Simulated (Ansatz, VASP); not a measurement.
**CsBiSe3: VASP beside Ansatz**

Aim: how closely do two programs agree when they are given the same cell, functional and k mesh? The cell is generated by rule, not measured, and may not be a known phase. The cell is taken from a series of runs on this material, whose earlier steps may have relaxed, scaled, displaced or heated it; both programs get it as it stands.

Method: plane waves, with VASP 6.6.1 beside it; relaxation of cell and atoms at PBE, in Ansatz 0.2.0.

The structure was built from a prototype and need not be the compound's stable phase.

## Step 1: The starting structure

Symmetry: Cmmm, No. 65, orthorhombic system. The conventional cell has a = 11.732 Å, b = 12.475 Å, c = 4.617 Å, α = 90.00°, β = 90.00°, γ = 90.00°. Nearest to Cs lie 10 Se at 3.55 to 3.89 Å. Nearest to Bi lie 6 Se at 2.82 to 3.42 Å. Se has 2 Bi at 2.95 Å and 4 Cs at 3.89 Å nearest. Se has 4 Se at 2.85 Å and 2 Bi at 3.42 Å and 4 Cs at 3.89 Å nearest. Nearest to Se lie 2 Bi at 2.82 Å and 4 Cs at 3.58 Å. Nearest to Se lie 2 Se at 2.85 Å and 2 Bi at 2.90 Å and 2 Cs at 3.55 Å. Farther neighbours and most contacts between anions are not listed.

## Step 2: Ansatz: relaxation of cell and atoms, PBE

Ansatz runs on its PAW soft_1 files.

The relaxed volume is the usual yardstick between codes: in a stiff, nearly cubic crystal its relative difference is about their pressure difference at one cell divided by the bulk modulus.

input.yaml reads:

```yaml
crystal:
  lattice:
    - [5.8658647457, -6.2376549668, 0.0]
    - [5.8658647457, 6.2376549668, 0.0]
    - [0.0, 0.0, 4.617180519]
  atoms:
    - { symbol: Cs, position: [0.7667214659, 0.7667214659, 0.0] }
    - { symbol: Cs, position: [0.2332785341, 0.2332785341, 0.0] }
    - { symbol: Bi, position: [0.2260820379, 0.7739179621, 0.5] }
    - { symbol: Bi, position: [0.7739179621, 0.2260820379, 0.5] }
    - { symbol: Se, position: [0.5, 0.0, 0.5] }
    - { symbol: Se, position: [0.0, 0.5, 0.5] }
    - { symbol: Se, position: [0.5, 0.5, 0.5] }
    - { symbol: Se, position: [0.0, 0.0, 0.5] }
    - { symbol: Se, position: [0.3662222722, 0.6337777278, 0.0] }
    - { symbol: Se, position: [0.6337777278, 0.3662222722, 0.0] }
kpoints:
  mp_grid: { grid: [4, 4, 8] }
hamiltonian:
  xc: pbe
  pseudopotentials: { kind: paw, azcp: { folder: soft_1 } }
scf:
  occupations: { method: methfessel_paxton, width: 0.2 }
output:
  forces: true
  stress: true
  eigenvalues: true
relax:
  adjacent_minimum: "off"
  f_tol: 0.001
  max_steps: 60
  cell: { stress_tol: 0.01 }
```

Launch:

```sh
$ ansatz run input.yaml --threads 4 --pin off --max-ram 16384MiB --backend cpu --events-out ev --progress --plain --runs-dir out
```

Numbers of over 12 decimals in the logs are rounded to 6 here.

The program printed:

```text
Engine: ansatz 0.2.0, aarch64-unknown-linux-gnu
Pseudopotentials: kind: paw
Pseudopotential: Cs, paw, valence charge 9, recommended cutoff 420 eV (normal), soft_1/Cs.paw.azcp
Pseudopotential: Bi, paw, valence charge 15, recommended cutoff 420 eV (normal), soft_1/Bi.paw.azcp
Pseudopotential: Se, paw, valence charge 16, recommended cutoff 420 eV (normal), soft_1/Se.paw.azcp
Functional definition: PBE
  parameter kappa = 0.804
  parameter beta = 0.066725
  exchange = pbe_x(kappa = kappa, mu = beta*pi^2/3)
  correlation = pbe_c(beta = beta)
Crystal: 10 atoms, lattice volume = 337.878 Å³
Basis set: ecut = 420 eV, 6589 PW (Γ), exchange–correlation on 120×120×64 points (8 copies of the dense FFT grid, shifted against one another)
Bands: 87, of which v1, the nominal top of the filled ones, is band 72 counted from 1 (71 counted from 0)
Symmetry: 8 space group operations
Space group: Cmmm (ITA 65), of the structure as read, at distance tolerance 7.0e-5 Å
k-points: 35 of 128
Non-local potential: Cs, projectors of the file, l = 0: 3, l = 1: 2, l = 2: 2, l = 3: 2
Non-local potential: Bi, projectors of the file, l = 0: 2, l = 1: 2, l = 2: 2, l = 3: 1
Non-local potential: Se, projectors of the file, l = 0: 2, l = 1: 2, l = 2: 3, l = 3: 1
PAW form: soft (Blöchl's): semilocal exchange-correlation on the pseudo side does not see the compensation charge
PAW one-centre angular grid: Cs, 194 points (default); XC on 64 Gauss nodes
PAW one-centre angular grid: Bi, 590 points (default); XC on 64 Gauss nodes
PAW one-centre angular grid: Se, 590 points (default); XC on 64 Gauss nodes
Initial density: superposition of atomic densities (chi_scale 0.1, normalization cell, long waves kept (reshape's long-wave potential 0.11 eV rms))
Initial wavefunctions: pseudopotential atomic-orbital guess
Functional: x = pbe(κ = 0.804, μ = 0.219515), c = pbe(β = 0.066725)
SCF iter   1: F=—  HF=-68964.354232 eV  |F-HF|=—  |Δ(HF+E_count)|=         —  Δρ=3.78e-2  dr2=2.11e1  ethr=3.10e-3  ⟨swp⟩=7.0  Hψ=12274  notcnv=0
preconditioner: auto → LDOS  [metal: Δε(μ)=0.015 eV  Ē_g=9.513 eV  σ=0.200 eV  W_gap=0.06  n_scr=74 (ndim 8)  ℏωp=15.6 eV  f_vac=0.037  D(μ)=4.43/eV (n_scr^D=14)  β→1.0]
SCF iter   2: F=—  HF=-68959.417851 eV  |F-HF|=—  |Δ(HF+E_count)|=    4.94e0  S|Δr|=    0.00e0  Δρ=2.74e-2  dr2=7.59e0  ethr=3.10e-3  ⟨swp⟩=4.9  Hψ=6840  notcnv=0  defer=274
SCF iter   3: F=—  HF=-68958.555972 eV  |F-HF|=—  |Δ(HF+E_count)|=   8.62e-1  S|Δr|=    0.00e0  Δρ=7.14e-3  dr2=1.03e0  ethr=3.10e-3  ⟨swp⟩=3.1  Hψ=5010  notcnv=0  defer=272
SCF iter   4: F=—  HF=-68958.418118 eV  |F-HF|=—  |Δ(HF+E_count)|=   1.38e-1  S|Δr|=    0.00e0  Δρ=2.04e-3  dr2=4.98e-2  ethr=7.17e-4  ⟨swp⟩=1.5  Hψ=3559  notcnv=0  defer=271
SCF iter   5: F=—  HF=-68958.408510 eV  |F-HF|=—  |Δ(HF+E_count)|=   9.61e-3  S|Δr|=    0.00e0  Δρ=9.61e-4  dr2=1.02e-2  ethr=3.46e-5  ⟨swp⟩=2.0  Hψ=3549  notcnv=0  defer=271
SCF iter   6: F=—  HF=-68958.407974 eV  |F-HF|=—  |Δ(HF+E_count)|=   5.36e-4  S|Δr|=    0.00e0  Δρ=4.96e-4  dr2=2.63e-3  ethr=7.11e-6  ⟨swp⟩=2.0  Hψ=5230  notcnv=0  defer=271
SCF iter   7: F=—  HF=-68958.407450 eV  |F-HF|=—  |Δ(HF+E_count)|=   5.24e-4  S|Δr|=    0.00e0  Δρ=1.84e-4  dr2=2.96e-4  ethr=1.83e-6  ⟨swp⟩=2.0  Hψ=5298  notcnv=0  defer=271
SCF iter   8: F=—  HF=-68958.407408 eV  |F-HF|=—  |Δ(HF+E_count)|=   4.16e-5  S|Δr|=    0.00e0  Δρ=1.02e-4  dr2=9.27e-5  ethr=2.06e-7  ⟨swp⟩=1.9  Hψ=2892  notcnv=0  defer=271
SCF iter   9: F=—  HF=-68958.407491 eV  |F-HF|=—  |Δ(HF+E_count)|=   8.30e-5  S|Δr|=    0.00e0  Δρ=5.03e-5  dr2=2.84e-5  ethr=6.44e-8  ⟨swp⟩=2.0  Hψ=3609  notcnv=0  defer=272
SCF iter  10: F=—  HF=-68958.407487 eV  |F-HF|=—  |Δ(HF+E_count)|=   4.08e-6  S|Δr|=    0.00e0  Δρ=1.08e-5  dr2=1.39e-6  ethr=1.97e-8  ⟨swp⟩=2.1  Hψ=3350  notcnv=0  defer=272
SCF iter  11: F=—  HF=-68958.407487 eV  |F-HF|=—  |Δ(HF+E_count)|=   6.65e-9  S|Δr|=    0.00e0  Δρ=4.14e-6  dr2=1.88e-7  ethr=9.65e-10  ⟨swp⟩=2.0  Hψ=5299  notcnv=0  defer=272
SCF iter  12: F=-68958.407487 eV  HF=-68958.407487 eV  |F-HF|=2.76e-9  |Δ(HF+E_count)|=   1.36e-8  S|Δr|=    0.00e0  Δρ=1.12e-6  dr2=5.67e-9  ethr=6.94e-11  ⟨swp⟩=12.8  Hψ=16475  notcnv=0
SCF 1 converged in 12 iterations: F = -68958.407487 eV  dr2 = 5.67e-9
  greatest PAW one-centre occupation: 1.000 electrons in one spin orbital (limit 2), on the Se atom at site 6 (counted from 0), in its partial waves of l = 2
relax step   1: F+E_penalty+E_count = -68958.40748699 eV  Δ(F+E_penalty+E_count) = +0.000e0 eV  max|allowed force component| = 2.295e-2 eV/Å  Δτ_max = 0.0000 Å  P = +0.018 GPa  Ω = 337.878 Å³  (12 SCF iters, dr2 threshold 1.00e-7 eV, accepted)
Crystal: 10 atoms, lattice volume = 338.050 Å³
Basis set: ecut = 420 eV, 6597 PW (Γ), exchange–correlation on 120×120×64 points (8 copies of the dense FFT grid, shifted against one another)
Initial density: handed on by an earlier stage of this run
[...]
SCF iter   1: F=—  HF=-68958.405823 eV  |F-HF|=—  |Δ(HF+E_count)|=         —  Δρ=1.40e-4  dr2=1.47e-6  ethr=9.95e-8  ⟨swp⟩=2.9  Hψ=20534  notcnv=0
preconditioner: auto → LDOS  [metal: Δε(μ)=0.011 eV  Ē_g=9.529 eV  σ=0.200 eV  W_gap=0.05  n_scr=74 (ndim 8)  ℏωp=15.7 eV  f_vac=0.075  D(μ)=8.59/eV (n_scr^D=56)  β→1.0]
SCF iter   2: F=—  HF=-68958.408190 eV  |F-HF|=—  |Δ(HF+E_count)|=   2.37e-3  S|Δr|=    0.00e0  Δρ=3.44e-6  dr2=1.03e-7  ethr=1.02e-9  ⟨swp⟩=2.0  Hψ=4244  notcnv=0
SCF iter   3: F=—  HF=-68958.408190 eV  |F-HF|=—  |Δ(HF+E_count)|=   2.72e-8  S|Δr|=    0.00e0  Δρ=1.63e-6  dr2=1.29e-8  ethr=7.13e-11  ⟨swp⟩=2.0  Hψ=5054  notcnv=0
SCF iter   4: F=—  HF=-68958.408190 eV  |F-HF|=—  |Δ(HF+E_count)|=   5.21e-9  S|Δr|=    0.00e0  Δρ=6.04e-7  dr2=2.81e-9  ethr=8.98e-12  ⟨swp⟩=2.0  Hψ=5048  notcnv=0
SCF iter   5: F=—  HF=-68958.408190 eV  |F-HF|=—  |Δ(HF+E_count)|=  2.91e-10  S|Δr|=    0.00e0  Δρ=2.30e-7  dr2=3.87e-10  ethr=1.95e-12  ⟨swp⟩=2.0  Hψ=5042  notcnv=0
SCF iter   6: F=—  HF=-68958.408190 eV  |F-HF|=—  |Δ(HF+E_count)|=  1.46e-10  S|Δr|=    0.00e0  Δρ=7.16e-8  dr2=3.55e-11  ethr=1.00e-12  ⟨swp⟩=1.3  Hψ=3073  notcnv=0
SCF iter   7: F=-68958.408190 eV  HF=-68958.408190 eV  |F-HF|=1.46e-11  |Δ(HF+E_count)|=    0.00e0  S|Δr|=    0.00e0  Δρ=2.07e-8  dr2=2.77e-12  ethr=1.00e-12  ⟨swp⟩=6.3  Hψ=14311  notcnv=0
SCF 7 converged in 7 iterations: F = -68958.408190 eV  dr2 = 2.77e-12
relax step   7: F+E_penalty+E_count = -68958.40818978 eV  Δ(F+E_penalty+E_count) = +4.438e-6 eV  max|allowed force component| = 6.635e-4 eV/Å  Δτ_max = 0.0000 Å  P = +0.002 GPa  Ω = 337.762 Å³  stress off target by 9.56e-3 GPa  SCF on the basis re-selected at this cell (its energy is not comparable with the rows above)  (7 SCF iters)
basis re-selected at this cell: Δ(F+E_penalty+E_count) = +4.438e-6 eV, ΔP = -0.000 GPa vs the last step (what re-selecting the basis moved, of the pressure what is left beyond the Pulay correction that the steps carried, after the strain that the cell walked since its last selection, with what the two solves' SCF thresholds leave and, on support functions, any second-order correction that the steps lacked; it is no m [...]
SCF converged after 7 iterations
Stability not checked: this state was not tested for a lower state beside it, because cold or Methfessel-Paxton smearing, or corrected tetrahedra, fill the levels in a way that the test cannot read (fill_not_monotonic; see scf.lower_state_search)
Free energy (F): -68958.408190 eV
Harris-Foulkes:  -68958.408190 eV  (|F-HF|=1.46e-11)
Internal energy: -68958.410709 eV  (E = F + TS)
E sigma→0 (E₀):  -68958.408820 eV
Entropy (-TS):   0.002519 eV (0.252 meV/atom)
Fermi energy:    6.062164 eV
Step filling:    the computed levels leave a gap of 0.0062 eV = 0.0 smearing widths at the electron count; against every level under it full and every level over it empty, smearing changes F+E_penalty+E_count by +2.913 meV and its σ→0 estimate by +2.283 meV
--- Per-component energies (eV) ---
  E_band       = -2813.333346
  E_kinetic    = 1451.118614
  E_local      = -22346.277714  (includes V_loc(G=0)·N_el)
  E_nonlocal   = -1260.379980
  E_hartree    = 11075.855342
  E_xc         = -1171.334588
  E_vxc        = -1077.160088  (∫ρ·V_xc dr)
  E_paw        = -44227.075930  (= ΣΔE_a)
  E_vpaw       = -1732.343145  (= ΣTr[D̂ρ^β])
  E_aug_tail   = -0.001771  (compensation charges beyond the density's cutoff)
  E_ewald      = -12480.314683
  E_smearing   = 0.002519  (= −TS)
  E_closure    = -0.000000  (closes the sum)
  Σ components = -68958.408190   (vs F -68958.408190, Δ=0.00e0)
--- Forces (eV/Å), atoms counted from 1 ---
  atom   1  Cs    -0.00058958     0.00000000     0.00000000
  atom   2  Cs     0.00058958    -0.00000000    -0.00000000
  atom   3  Bi     0.00000000     0.00066348     0.00000000
  atom   4  Bi     0.00000000    -0.00066348    -0.00000000
  atom   5  Se     0.00000000     0.00000000     0.00000000
  atom   6  Se     0.00000000     0.00000000     0.00000000
  atom   7  Se     0.00000000     0.00000000     0.00000000
  atom   8  Se     0.00000000    -0.00000000     0.00000000
  atom   9  Se     0.00000000     0.00050770     0.00000000
  atom  10  Se     0.00000000    -0.00050770    -0.00000000
  max |Σ_I F_I| component: 1.08e-19 eV/Å
--- Stress (GPa, compression-positive) ---
        0.009556       0.000000      -0.000000
        0.000000      -0.001281      -0.000000
       -0.000000      -0.000000      -0.002436
  P = ⅓ Tr σ = 0.0019 GPa (0.019 kbar)
--- Band table (eV; the first three rows and the last of 35) ---
  k-point 0: bands = [... 68 lower, 5.7604, 5.8141, 5.9007, 6.1061, 6.6135, 6.7815, 6.9764, 7.0216, ... 11 higher]
  k-point 1: bands = [... 68 lower, 5.7303, 5.8210, 5.8688, 5.9371, 6.1840, 6.3751, 6.9680, 7.5656, ... 11 higher]
  k-point 2: bands = [... 68 lower, 5.6062, 5.6541, 5.7246, 5.8774, 6.0619, 6.3443, 6.9205, 8.5504, ... 11 higher]
  k-point 34: bands = [... 68 lower, 5.5264, 5.6752, 5.7750, 5.9278, 6.2290, 7.3896, 8.0762, 8.3110, ... 11 higher]
--- Relaxed structure (6 steps of the walk, 6 accepted, 1 SCFs on fresh bases) ---
  F+E_penalty+E_count = -68958.40818978 eV   max|allowed force component| = 6.635e-4 eV/Å   (the final SCF, on the basis selected at the relaxed cell)
  cell:  # Å, volume = 337.7620 Å³
    - [5.856856, -6.262376, 0.0]
    - [5.856856, 6.262376, 0.0]
    - [0.0, 0.0, 4.604443]
  atoms:
    - { symbol: Cs, position: [0.766317, 0.766317, 0.0] }
    - { symbol: Cs, position: [0.233683, 0.233683, 0.0] }
    - { symbol: Bi, position: [0.225262, 0.774738, 0.5] }
    - { symbol: Bi, position: [0.774738, 0.225262, 0.5] }
    - { symbol: Se, position: [0.5, 2.7755575615628914e-17, 0.5] }
    - { symbol: Se, position: [2.7755575615628914e-17, 0.5, 0.5] }
    - { symbol: Se, position: [0.5, 0.5, 0.5] }
    - { symbol: Se, position: [0, 0, 0.5] }
    - { symbol: Se, position: [0.365931, 0.634069, 0.0] }
    - { symbol: Se, position: [0.634069, 0.365931, 0.0] }
```

(Part 1 of 2 ends here.)

[Lines on the potential files, build, host, timing and source positions are cut from VASP's logs without a mark.]

[Logs are printed without paths, hosts, clocks, repeated set-up lines and the standing remarks that a program may print on its own settings, such as how far it seeks lower states.]

[Hosts, paths, dates, database ids (printed as entryN), source tags and the programs' standing remarks are cut or masked in the printed files.]
